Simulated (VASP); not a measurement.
Here is the system:

```
Mo
1.0
   -1.54203     1.54203     1.54203
    1.54203    -1.54203     1.54203
    1.54203     1.54203    -1.54203
Mo
1
Direct
  0.00000   0.00000   0.00000
```

Computed with optB86b-vdW, VASP's PBE PAW potentials (set 64) (plane waves; VASP). Settings: 520 eV cut-off, 16×16×16 Γ-centred mesh, first-order Methfessel-Paxton smearing of 0.10 eV, potentials Mo_sv.

Question: Predict the energy per atom (σ→0), pressure, band gap (on the k-mesh) with the smallest direct gap where there is one.

Answer: 
```json
{
  "band gap (on the k-mesh)": "none (metal, semimetal or under 0.01 eV)",
  "energy per atom (σ→0)": "-8.112 eV/atom",
  "pressure": "18.51 GPa"
}
```

The compound is Mo in the bcc structure. This cell is one point of a volume scan, at 0.94 of the reference volume.
